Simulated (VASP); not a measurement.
Consider the following.

```
CELL_PARAMETERS angstrom
      0.00000     2.56666     2.56666
      2.56666     0.00000     2.56666
      2.56666     2.56666     0.00000
ATOMIC_POSITIONS crystal
  Be 0.00000 0.00000 0.00000
  Se 0.25000 0.25000 0.25000
```

All values below come from PBEsol GGA, VASP's PBE PAW potentials (set 64) (plane waves; VASP 6.6.1). Numerical set-up: 400 eV cut-off, 9×9×9 Γ-centred mesh, Gaussian smearing of 0.010 eV, potentials Be Se.

Task: Give the electronic dielectric tensor ε∞ (DFPT, local fields included).

Result: 
```
6.15  0.00  0.00
0.00  6.15  0.00
0.00  0.00  6.15
```

Task: Give the Born effective charges.

Result: 
```
atom   Z*xx   Z*yy   Z*zz   mean
----  -----  -----  -----  -----
Be1    1.53   1.53   1.53   1.53
Se2   -1.53  -1.53  -1.53  -1.53
```

The compound is BeSe in the zinc blende structure. It was relaxed first.
